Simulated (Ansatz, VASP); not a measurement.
# PdI in VASP and in Ansatz

```
Pd I
1.0
     0.00000    2.71626    2.71626
     2.71626    0.00000    2.71626
     2.71626    2.71626    0.00000
Pd I
1 1
Direct
  0.00000 0.00000 0.00000
  0.50000 0.50000 0.50000
```

Alike in both runs: functional LDA; k mesh 13 × 13 × 13; occupations fermi-dirac, width 0.1 eV; no spin polarisation.

Ansatz relaxed the structure, and its values are those at the end. VASP's run is a single point on that final structure, the one shown.

|  | VASP | Ansatz |
| --- | --- | --- |
| version | VASP 6.6.1 | Ansatz 0.2.0 |
| potentials or method | VASP PAW LDA potentials, release 64 (Pd, I), cutoff 520 eV | all-electron LAPW, scalar-relativistic |

```csv
,VASP,Ansatz,Ansatz less VASP
pressure (GPa),9.2,9.1,-0.14
```

Ansatz ran all-electron here, so the differences hold the error of VASP's frozen core and of both bases.

Caveats: an odd number of electrons without spin polarisation forces a metal; a magnetic or distorted state may lie lower. Spin-orbit coupling is left out, which matters for the levels of I.
